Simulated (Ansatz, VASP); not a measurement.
# PtSe2: VASP beside Ansatz, part 2 of 2

Aim: how closely do two programs agree when they are given the same cell, functional and k mesh? The cell is taken from a series of runs on this material, whose earlier steps may have relaxed, scaled, displaced or heated it; both programs get it as it stands.

VASP 6.6.1 and Ansatz 0.2.0.

So far: Set-up; Ansatz: zone-centre phonons, PBE.

## 3. VASP: zone-centre phonons, PBE

Level of this step: PBE; plane waves and PAW (Pt, Se) (VASP).

The same cell, functional, mesh and smearing now go to VASP, with its own data sets.

Lines of VASP's logs that name or quote its potential files are left out, and so is its time.

File INCAR:

```
SYSTEM = PtSe2
PREC = Accurate
ENCUT = 500
EDIFF = 1E-08
NELM = 120
ISMEAR = 1
SIGMA = 0.2
LREAL = .FALSE.
ALGO = Normal
GGA = PE
NBANDS = 17
LASPH = .TRUE.
LORBIT = 11
LWAVE = .FALSE.
LCHARG = .FALSE.
ISIF = 2
IBRION = 8
GGA_COMPAT = .FALSE.
NELMDL = -8
KPAR = 2
```

File POSCAR:

```
PtSe2
1.0
    3.5265827076      0.0000000000      0.0000000000
   -1.7632913538      3.1485672303      0.0000000000
    0.0000000000      0.0000000000     30.4600000000
Pt Se
1 2
Direct
    0.3382695476      0.6765390953      0.3282994091
    0.6641985594      0.3283971190      0.3777038263
    0.6641985594      0.3283971190      0.2788949920
```

File KPOINTS:

```
Automatic mesh
0
Gamma
15 15 1
0 0 0
```

The projector-augmented-wave data sets are Pt and Se (PBE family, release 64).

Launch:

```
$ mpirun -np 2 vasp_std
```

Numbers of over 12 decimals in the logs are rounded to 6 here.

What it wrote:

```text
[banner, memory and clock lines left out]
running    2 mpi-ranks, on    1 nodes
 distrk:  each k-point on    1 cores,    2 groups
 distr:  one band on    1 cores,    1 groups

 POSCAR found type information on POSCAR PtSe
 POSCAR found :  2 types and       3 ions
 LDA part: xc-table for (Slater+PW92), standard interpolation
 POSCAR, INCAR and KPOINTS ok, starting setup
 FFT: planning ... GRIDC
 FFT: planning ... GRID_SOFT
 FFT: planning ... GRID
 WAVECAR not read
 entering main loop
       N       E                     dE             d eps       ncg     rms          rms(c)
DAV:   1     0.169748718653E+03    0.16975E+03   -0.66707E+03  2176   0.877E+02
DAV:   2     0.519194889447E+01   -0.16456E+03   -0.15654E+03  3611   0.157E+02
DAV:   3    -0.131844741321E+02   -0.18376E+02   -0.18188E+02  2684   0.664E+01
DAV:   4    -0.135051828656E+02   -0.32071E+00   -0.31790E+00  2945   0.102E+01
DAV:   5    -0.135102592983E+02   -0.50764E-02   -0.50751E-02  3074   0.124E+00
DAV:   6    -0.135103877933E+02   -0.12849E-03   -0.12849E-03  2976   0.177E-01
DAV:   7    -0.135103920044E+02   -0.42112E-05   -0.42111E-05  3264   0.271E-02
DAV:   8    -0.135103921023E+02   -0.97812E-07   -0.97716E-07  3053   0.321E-03    0.129E+01
DAV:   9    -0.131422860328E+02    0.36811E+00   -0.41965E+00  2872   0.163E+01    0.840E+00
DAV:  10    -0.130518859994E+02    0.90400E-01   -0.19513E+00  2649   0.131E+01    0.354E+00
DAV:  11    -0.129202221058E+02    0.13166E+00   -0.36375E-01  2607   0.532E+00    0.410E-01
DAV:  12    -0.129204667909E+02   -0.24469E-03   -0.28457E-02  2794   0.115E+00    0.210E-01
DAV:  13    -0.129203760393E+02    0.90752E-04   -0.96059E-04  2894   0.222E-01    0.122E-01
DAV:  14    -0.129203366146E+02    0.39425E-04   -0.13480E-04  2847   0.788E-02    0.459E-02
[...]
DAV:  22    -0.129204137370E+02   -0.21782E-05   -0.62845E-08  2442   0.121E-03    0.211E-04
DAV:  23    -0.129204148387E+02   -0.11017E-05   -0.21209E-08  2263   0.318E-04    0.179E-04
DAV:  24    -0.129204154994E+02   -0.66073E-06   -0.18901E-08  2220   0.248E-04    0.129E-04
DAV:  25    -0.129204156439E+02   -0.14445E-06   -0.53291E-10  2344   0.174E-04    0.461E-05
DAV:  26    -0.129204158511E+02   -0.20724E-06   -0.15571E-09  2241   0.101E-04    0.240E-05
DAV:  27    -0.129204158819E+02   -0.30748E-07    0.65534E-10  2307   0.489E-05    0.211E-05
DAV:  28    -0.129204159353E+02   -0.53411E-07    0.52230E-10  2195   0.461E-05    0.192E-05
DAV:  29    -0.129204159419E+02   -0.66304E-08    0.79842E-10  2005   0.170E-05
   1 F= -.12920416E+02 E0= -.12921702E+02  d E =0.385669E-02
 Linear response reoptimize wavefunctions to high precision
DAV:   1    -0.129204159464E+02   -0.45338E-08    0.78871E-10  1811   0.185E-05
DAV:   2    -0.129204159464E+02    0.25466E-10    0.80934E-10  2172   0.357E-06
 Linear response DOF=           6
 Linear response progress:
  Degree of freedom:   1/  6
       N       E                     dE             d eps       ncg     rms          rms(c)
RMM:   1    -0.256240606407E+00   -0.25624E+00   -0.27661E-01  6903   0.326E+00
RMM:   2    -0.250956049814E+00    0.52846E-02   -0.70358E-03  5940   0.483E-01    0.181E-01
RMM:   3    -0.250958806937E+00   -0.27571E-05   -0.38890E-04  5864   0.116E-01    0.109E-01
RMM:   4    -0.251566789284E+00   -0.60798E-03   -0.56851E-04  6163   0.131E-01    0.231E-02
RMM:   5    -0.251538462679E+00    0.28327E-04   -0.35284E-05  6152   0.367E-02    0.848E-03
RMM:   6    -0.251540471779E+00   -0.20091E-05   -0.34072E-06  6340   0.108E-02    0.168E-03
RMM:   7    -0.251528942617E+00    0.11529E-04   -0.67082E-07  6593   0.454E-03    0.936E-04
RMM:   8    -0.251521104468E+00    0.78381E-05   -0.73879E-08  6738   0.116E-03    0.504E-04
RMM:   9    -0.251517075277E+00    0.40292E-05   -0.31567E-08  6644   0.785E-04    0.932E-05
RMM:  10    -0.251516145688E+00    0.92959E-06    0.10838E-07  6813   0.247E-04    0.250E-05
RMM:  11    -0.251516411411E+00   -0.26572E-06   -0.75686E-08  7118   0.782E-05    0.230E-05
RMM:  12    -0.251516662709E+00   -0.25130E-06   -0.76231E-08  6693   0.514E-05    0.574E-06
RMM:  13    -0.251516781085E+00   -0.11838E-06    0.65935E-09  7026   0.347E-05    0.281E-06
RMM:  14    -0.251516753210E+00    0.27875E-07   -0.56925E-10  6856   0.243E-05    0.106E-06
RMM:  15    -0.251516742360E+00    0.10850E-07    0.41212E-10  6075   0.225E-05    0.220E-07
RMM:  16    -0.251516743649E+00   -0.12884E-08   -0.42430E-10  5817   0.220E-05    0.264E-07
 first order change of Fermi-energy  -0.24506E-02
 force on displaced ion       1 direction 1 :  -4.787  -0.068   0.000
 Linear response progress:
  Degree of freedom:   2/  6
       N       E                     dE             d eps       ncg     rms          rms(c)
RMM:   1    -0.256689041504E+00   -0.25669E+00   -0.27669E-01  3921   0.326E+00
RMM:   2    -0.251278696044E+00    0.54103E-02   -0.72656E-03  3379   0.487E-01    0.184E-01
RMM:   3    -0.251335120413E+00   -0.56424E-04   -0.34880E-04  3362   0.111E-01    0.112E-01
RMM:   4    -0.251971655953E+00   -0.63654E-03   -0.50368E-04  3656   0.125E-01    0.232E-02
RMM:   5    -0.251958955092E+00    0.12701E-04   -0.28138E-05  3590   0.322E-02    0.119E-02
RMM:   6    -0.251939015603E+00    0.19939E-04   -0.10799E-05  3709   0.186E-02    0.399E-03
RMM:   7    -0.251938909404E+00    0.10620E-06   -0.82782E-07  3770   0.506E-03    0.983E-04
[...]
RMM:  17    -0.251920836357E+00   -0.47588E-08   -0.86414E-09  3898   0.322E-05    0.985E-07
 first order change of Fermi-energy  -0.89344E-01
 force on displaced ion       1 direction 2 :  -0.000  -4.650   0.000
 Linear response progress:
  Degree of freedom:   3/  6
       N       E                     dE             d eps       ncg     rms          rms(c)
RMM:   1    -0.293776726142E+00   -0.29378E+00   -0.26089E-01  4097   0.323E+00
RMM:   2    -0.286991932008E+00    0.67848E-02   -0.74719E-03  3433   0.546E-01    0.241E-01
RMM:   3    -0.287257929249E+00   -0.26600E-03   -0.16330E-03  3890   0.169E-01    0.162E-01
RMM:   4    -0.286791460302E+00    0.46647E-03   -0.79536E-04  3833   0.109E-01    0.111E-01
RMM:   5    -0.287174059640E+00   -0.38260E-03   -0.20142E-04  3803   0.789E-02    0.816E-03
RMM:   6    -0.287173872570E+00    0.18707E-06   -0.50296E-06  3846   0.135E-02    0.449E-03
RMM:   7    -0.287169110307E+00    0.47623E-05   -0.23035E-06  3801   0.765E-03    0.111E-03
RMM:   8    -0.287165168660E+00    0.39416E-05   -0.17809E-07  3789   0.228E-03    0.683E-04
RMM:   9    -0.287161553716E+00    0.36149E-05   -0.95282E-08  3879   0.102E-03    0.152E-04
RMM:  10    -0.287162411514E+00   -0.85780E-06   -0.80033E-08  3880   0.254E-04    0.107E-04
RMM:  11    -0.287163071773E+00   -0.66026E-06   -0.40340E-07  3844   0.330E-04    0.547E-05
RMM:  12    -0.287163144134E+00   -0.72362E-07   -0.14490E-06  4019   0.193E-04    0.398E-05
RMM:  13    -0.287162802806E+00    0.34133E-06   -0.87407E-07  4049   0.141E-04    0.169E-05
RMM:  14    -0.287162750428E+00    0.52378E-07    0.23062E-07  4113   0.116E-04    0.126E-05
RMM:  15    -0.287162740826E+00    0.96023E-08   -0.56350E-08  4115   0.785E-05    0.550E-06
 first order change of Fermi-energy  -0.12984E-03
 force on displaced ion       1 direction 3 :  -0.000  -0.001  -5.855
 Linear response progress:
  Degree of freedom:   4/  6
       N       E                     dE             d eps       ncg     rms          rms(c)
RMM:   1    -0.731754748805E-01   -0.73175E-01    0.47366E-02  9260   0.148E+00
RMM:   2    -0.723827066449E-01    0.79277E-03   -0.20313E-03  5915   0.230E-01    0.880E-02
RMM:   3    -0.723315493374E-01    0.51157E-04   -0.85924E-05  6239   0.502E-02    0.507E-02
RMM:   4    -0.723327980458E-01   -0.12487E-05   -0.28536E-05  6608   0.323E-02    0.726E-03
RMM:   5    -0.723411892693E-01   -0.83912E-05   -0.22254E-06  6897   0.732E-03    0.355E-03
RMM:   6    -0.723415986290E-01   -0.40936E-06   -0.13809E-07  6868   0.319E-03    0.119E-03
RMM:   7    -0.723413968116E-01    0.20182E-06   -0.29233E-07  6857   0.134E-03    0.390E-04
RMM:   8    -0.723408895116E-01    0.50730E-06    0.26063E-07  6964   0.493E-04    0.131E-04
RMM:   9    -0.723408329140E-01    0.56598E-07   -0.11365E-07  6986   0.187E-04    0.513E-05
RMM:  10    -0.723408574137E-01   -0.24500E-07    0.55375E-09  7018   0.721E-05    0.213E-05
RMM:  11    -0.723408947604E-01   -0.37347E-07   -0.20565E-08  6921   0.498E-05    0.433E-06
RMM:  12    -0.723408974683E-01   -0.27079E-08   -0.16175E-08  7234   0.233E-05    0.223E-06
 first order change of Fermi-energy   0.61968E-03
 force on displaced ion       2 direction 1 :  -2.795  -0.011  -0.011
 Linear response progress:
  Degree of freedom:   5/  6
       N       E                     dE             d eps       ncg     rms          rms(c)
RMM:   1    -0.740256432795E-01   -0.74026E-01    0.51747E-02  5206   0.149E+00
RMM:   2    -0.732682786893E-01    0.75736E-03   -0.21021E-03  3348   0.236E-01    0.966E-02
RMM:   3    -0.732306127261E-01    0.37666E-04   -0.10617E-04  3724   0.550E-02    0.555E-02
RMM:   4    -0.732742655449E-01   -0.43653E-04   -0.57785E-05  3895   0.387E-02    0.220E-02
RMM:   5    -0.732629224851E-01    0.11343E-04   -0.24272E-05  3879   0.180E-02    0.626E-03
RMM:   6    -0.732680796014E-01   -0.51571E-05   -0.37314E-07  3858   0.607E-03    0.184E-03
RMM:   7    -0.732674722281E-01    0.60737E-06    0.35615E-07  3906   0.242E-03    0.738E-04
RMM:   8    -0.732669013975E-01    0.57083E-06   -0.90307E-08  3892   0.803E-04    0.345E-04
RMM:   9    -0.732664612096E-01    0.44019E-06    0.23825E-09  3897   0.461E-04    0.754E-05
RMM:  10    -0.732664838117E-01   -0.22602E-07    0.72537E-09  3948   0.124E-04    0.411E-05
RMM:  11    -0.732665159432E-01   -0.32132E-07    0.34740E-09  3912   0.110E-04    0.231E-05
RMM:  12    -0.732665515292E-01   -0.35586E-07    0.85865E-09  3900   0.891E-05    0.111E-05
RMM:  13    -0.732665502315E-01    0.12978E-08   -0.16902E-08  4037   0.653E-05    0.686E-06
 first order change of Fermi-energy   0.45263E-01
 force on displaced ion       2 direction 2 :   0.000  -2.784  -0.153
 Linear response progress:
  Degree of freedom:   6/  6
       N       E                     dE             d eps       ncg     rms          rms(c)
RMM:   1    -0.118284403230E+00   -0.11828E+00    0.54728E-02  4866   0.146E+00
RMM:   2    -0.117435547334E+00    0.84886E-03   -0.20923E-03  3494   0.252E-01    0.218E-01
RMM:   3    -0.117282716504E+00    0.15283E-03   -0.39947E-04  3848   0.876E-02    0.130E-01
RMM:   4    -0.117297245199E+00   -0.14529E-04   -0.67340E-04  3989   0.993E-02    0.102E-01
RMM:   5    -0.117034609303E+00    0.26264E-03   -0.15504E-04  3880   0.513E-02    0.830E-03
RMM:   6    -0.117045911700E+00   -0.11302E-04   -0.43342E-06  3858   0.106E-02    0.335E-03
RMM:   7    -0.117050494635E+00   -0.45829E-05   -0.70648E-07  3862   0.440E-03    0.167E-03
RMM:   8    -0.117050188590E+00    0.30605E-06   -0.15606E-07  3902   0.180E-03    0.529E-04
RMM:   9    -0.117050325979E+00   -0.13739E-06   -0.33731E-08  3890   0.559E-04    0.193E-04
RMM:  10    -0.117050869293E+00   -0.54331E-06   -0.35179E-08  3927   0.298E-04    0.107E-04
RMM:  11    -0.117052262876E+00   -0.13936E-05   -0.13447E-07  3851   0.332E-04    0.619E-05
RMM:  12    -0.117053067325E+00   -0.80445E-06   -0.54147E-07  4073   0.224E-04    0.364E-05
RMM:  13    -0.117053517886E+00   -0.45056E-06    0.12441E-07  3993   0.153E-04    0.185E-05
RMM:  14    -0.117053604189E+00   -0.86303E-07    0.75174E-08  4101   0.904E-05    0.712E-06
RMM:  15    -0.117053635409E+00   -0.31220E-07    0.16577E-08  4120   0.569E-05    0.504E-06
RMM:  16    -0.117053656075E+00   -0.20666E-07   -0.10821E-08  4115   0.472E-05    0.214E-06
RMM:  17    -0.117053663450E+00   -0.73749E-08   -0.67720E-09  3956   0.389E-05    0.141E-06
 first order change of Fermi-energy  -0.74073E+00
 force on displaced ion       2 direction 3 :  -0.000  -0.182  -6.924
 Linear response finished
```

From OUTCAR (step 3):

```text
ion  position               nearest neighbor table
   1  0.338  0.677  0.328-   3 2.54   2 2.54   3 2.56   3 2.56   2 2.56   2 2.56
   2  0.664  0.328  0.378-   1 2.54   1 2.56   1 2.56
   3  0.664  0.328  0.279-   1 2.54   1 2.56   1 2.56

  LATTYP: Found a base centered orthorhombic cell.
 ALAT       =     3.5265827076
 B/A-ratio  =     1.7856193893
 C/A-ratio  =     8.6372566662

 Subroutine GETGRP returns: Found  4 space group operations
 (whereof  2 operations were pure point group operations)

The static configuration has the point symmetry C_1h.
 The point group associated with its full space group is C_2v.

 Found     64 irreducible k-points:

   k-points           NKPTS =     64   k-points in BZ     NKDIM =     64   number of bands    NBANDS=     17

   dimension x,y,z NGX =    28 NGY =   28 NGZ =  224
   dimension x,y,z NGXF=    56 NGYF=   56 NGZF=  448

   ENCUT  =  500.0 eV  36.75 Ry    6.06 a.u.   6.43  6.58 55.54*2*pi/ulx,y,z

   NELECT =      22.0000    total number of electrons

 k-points in reciprocal lattice and weights: Automatic mesh
   0.00000000  0.00000000  0.00000000       0.004
   0.06666667 -0.00000000  0.00000000       0.018
   0.13333333  0.00000000  0.00000000       0.018
   0.20000000 -0.00000000  0.00000000       0.018
   0.26666667  0.00000000  0.00000000       0.018
   0.33333333  0.00000000  0.00000000       0.018
   0.40000000 -0.00000000  0.00000000       0.018
   0.46666667  0.00000000  0.00000000       0.018
   0.00000000  0.06666667  0.00000000       0.009
[...]
0.00000000  0.46666667  0.00000000       0.009
   0.06666667  0.46666667  0.00000000       0.009

 average (electrostatic) potential at core
       1 -77.3311       2 -62.0340       3 -62.0340

  Total        0.8817897      0.4125730     -0.0097275      0.0000000      0.0000000      0.0000000
  in kB        4.1771362      1.9544046     -0.0460803      0.0000000      0.0000000      0.0000000
  external PRESSURE =       2.0284868 kB  Pullay stress =       0.0000000 kB

  energy-cutoff  :      500.00
  volume of cell :      338.22
      direct lattice vectors                 reciprocal lattice vectors
     3.526582708  0.000000000  0.000000000     0.283560626  0.158802390  0.000000000
    -1.763291354  3.148567230  0.000000000     0.000000000  0.317604779  0.000000000
     0.000000000  0.000000000 30.460000000     0.000000000  0.000000000  0.032829941

 POSITION                                       TOTAL-FORCE (eV/Angst)
 -----------------------------------------------------------------------------------
     -0.00000      2.13013     10.00000        -0.000000     -0.002450      0.000000
      1.76329      1.03398     11.50486         0.000000      0.001225      0.000976
      1.76329      1.03398      8.49514         0.000000      0.001225     -0.000976
 -----------------------------------------------------------------------------------
    total drift:                                0.000001     -0.000085     -0.000013

 Eigenvectors and eigenvalues of the dynamical matrix
 ----------------------------------------------------

   1 f  =    5.814558 THz    36.533944 2PiTHz  193.952768 cm-1    24.047068 meV
             X         Y         Z           dx          dy          dz
     -0.000000  2.130129 10.000000    -0.000000   -0.022608   -0.000000
      1.763291  1.033980 11.504859    -0.000000    0.017790   -0.706702
      1.763291  1.033980  8.495141     0.000000    0.017790    0.706702

   2 f  =    4.127942 THz    25.936626 2PiTHz  137.693332 cm-1    17.071790 meV
             X         Y         Z           dx          dy          dz
     -0.000000  2.130129 10.000000    -0.000000   -0.000000    0.640393
      1.763291  1.033980 11.504859     0.000000   -0.202774   -0.503817
      1.763291  1.033980  8.495141     0.000000    0.202774   -0.503817

   3 f  =    3.661817 THz    23.007875 2PiTHz  122.145068 cm-1    15.144052 meV
             X         Y         Z           dx          dy          dz
     -0.000000  2.130129 10.000000    -0.668749   -0.000000   -0.000000
      1.763291  1.033980 11.504859     0.525725    0.000000    0.000000
      1.763291  1.033980  8.495141     0.525725    0.000000    0.000000

   4 f  =    3.605336 THz    22.652993 2PiTHz  120.261059 cm-1    14.910464 meV
             X         Y         Z           dx          dy          dz
     -0.000000  2.130129 10.000000     0.000000   -0.668448   -0.000000
      1.763291  1.033980 11.504859    -0.000000    0.525373    0.023917
      1.763291  1.033980  8.495141    -0.000000    0.525373   -0.023917

   5 f  =    3.144540 THz    19.757729 2PiTHz  104.890570 cm-1    13.004767 meV
             X         Y         Z           dx          dy          dz
     -0.000000  2.130129 10.000000     0.000000   -0.000000    0.000000
      1.763291  1.033980 11.504859     0.707107   -0.000000   -0.000000
      1.763291  1.033980  8.495141    -0.707107   -0.000000   -0.000000

   6 f  =    3.067974 THz    19.276651 2PiTHz  102.336607 cm-1    12.688116 meV
             X         Y         Z           dx          dy          dz
     -0.000000  2.130129 10.000000     0.000000    0.000000   -0.191905
      1.763291  1.033980 11.504859     0.000000   -0.677409    0.150676
      1.763291  1.033980  8.495141    -0.000000    0.677409    0.150676

   7 f/i=    0.000166 THz     0.001041 2PiTHz    0.005527 cm-1     0.000685 meV
             X         Y         Z           dx          dy          dz
     -0.000000  2.130129 10.000000     0.000000    0.743415   -0.000000
      1.763291  1.033980 11.504859     0.000000    0.472934    0.000014
      1.763291  1.033980  8.495141     0.000000    0.472934   -0.000014

   8 f/i=    0.000515 THz     0.003236 2PiTHz    0.017180 cm-1     0.002130 meV
             X         Y         Z           dx          dy          dz
     -0.000000  2.130129 10.000000     0.743488   -0.000000    0.000000
      1.763291  1.033980 11.504859     0.472877   -0.000000    0.000000
      1.763291  1.033980  8.495141     0.472877   -0.000000    0.000000

   9 f/i=    0.002093 THz     0.013152 2PiTHz    0.069821 cm-1     0.008657 meV
             X         Y         Z           dx          dy          dz
     -0.000000  2.130129 10.000000    -0.000000    0.000000    0.743686
      1.763291  1.033980 11.504859    -0.000000   -0.000193    0.472721
      1.763291  1.033980  8.495141    -0.000000    0.000193    0.472721

 ELASTIC MODULI CONTR FROM IONIC RELAXATION (kBar)
 Direction    XX          YY          ZZ          XY          YZ          ZX
 --------------------------------------------------------------------------------
 XX        -149.3999    -71.7093   -161.2395      0.0000      0.0000      0.0000
 YY         -71.7093   -191.7377   -174.9908      0.0000     -0.0000      0.0000
 ZZ        -161.2395   -174.9908   -234.5665      0.0000      0.0000      0.0000
 XY           0.0000      0.0000      0.0000    -35.4769      0.0000      0.0000
 YZ           0.0000     -0.0000      0.0000      0.0000    -64.3288     -0.0000
 ZX           0.0000      0.0000      0.0000      0.0000     -0.0000    -67.5935
 --------------------------------------------------------------------------------
```

## 4. Differences

Known differences besides the potentials themselves: Ansatz cuts the interaction across the vacuum, VASP repeats the sheet without a dipole correction; the data sets hold 50 valence electrons in Ansatz (on its PAW soft_1 files) and 22 in VASP; the cutoff is 420 eV in Ansatz and 500 eV in VASP. Total energies have different zeros and are not compared.

Both answers:

| quantity | Ansatz | VASP | difference |
| --- | --- | --- | --- |
| optical mode 1 (cm⁻¹) | 101.2 | 102.3 | -1.06 % |
| optical mode 2 (cm⁻¹) | 102.3 | 104.9 | -2.42 % |
| optical mode 3 (cm⁻¹) | 118.9 | 120.3 | -1.12 % |
| optical mode 4 (cm⁻¹) | 121.1 | 122.1 | -0.87 % |
| optical mode 5 (cm⁻¹) | 136.0 | 137.7 | -1.22 % |
| optical mode 6 (cm⁻¹) | 193.4 | 194.0 | -0.27 % |

Modes are paired by rising frequency, not by their patterns, so a pair may set unlike modes beside each other; they are those without the splitting of longitudinal modes. Where the cell holds vacuum, a pressure given here is an average over it and none of the material.

## 5. Results

- r.m.s. difference of the optical zone-centre modes, each program's sorted by frequency (zone-centre phonons, PBE): 1.5 cm⁻¹
- difference in optical mode 2 (zone-centre phonons, PBE): -2.4 %

In words: The r.m.s. difference of the optical zone-centre modes, each program's sorted by frequency is 1.5 cm⁻¹ (zone-centre phonons, PBE). The data sets hold unlike numbers of valence electrons (50 in Ansatz and 22 in VASP), so part of the differences may come from the potentials. Among the rows given in per cent, the largest difference of the zone-centre phonons, PBE pair is in optical mode 2, -2.4 %. How closely two codes agree says nothing of how well the functional describes the real material.

[Lines on the potential files, build, host, timing and source positions are cut from VASP's logs without a mark.]

[Logs are printed without paths, hosts, clocks, repeated set-up lines and the standing remarks that a program may print on its own settings, such as how far it seeks lower states.]

[Hosts, paths, dates, database ids (printed as entryN), source tags and the programs' standing remarks are cut or masked in the printed files.]
